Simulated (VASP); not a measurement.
Consider the following.

```yaml
crystal:
  lattice:
    - [1.78860, -3.09795, 0.00000]
    - [1.78860, 3.09795, 0.00000]
    - [0.00000, 0.00000, 5.58884]
  atoms:
    - { symbol: Tb, position: [0.33333, 0.66667, 0.25000] }
    - { symbol: Tb, position: [0.66667, 0.33333, 0.75000] }
```

Method: PBE GGA with D3 dispersion (Becke-Johnson damping), VASP's PBE PAW potentials (set 64) (plane waves; VASP). Numerical set-up: 520 eV cut-off, Gaussian smearing of 0.050 eV, potentials Tb_3.

The 4f electrons are frozen in the core of the lanthanide potential, so 4f levels, which can set the real gap, and their magnetism are missing.

Give the energies of bands 7 to 12 at the high-symmetry points, in eV from the Fermi level.

| band | Γ | M | K | A | L | H |
|---|---|---|---|---|---|---|
| 7 | -5.00 | -1.85 | -1.05 | -3.36 | -1.97 | -0.61 |
| 8 | -2.20 | -1.53 | -0.65 | -3.36 | -1.97 | -0.61 |
| 9 | 1.56 | -1.06 | -0.65 | 0.98 | -0.03 | -0.41 |
| 10 | 1.75 | 0.23 | -0.36 | 0.98 | -0.03 | -0.41 |
| 11 | 1.75 | 1.41 | 1.17 | 1.65 | 1.88 | 0.66 |
| 12 | 2.16 | 1.65 | 1.17 | 1.65 | 1.88 | 0.66 |

It has no gap at this level: it comes out as a metal or semimetal.

The compound is Tb in the hcp structure. It was relaxed first.
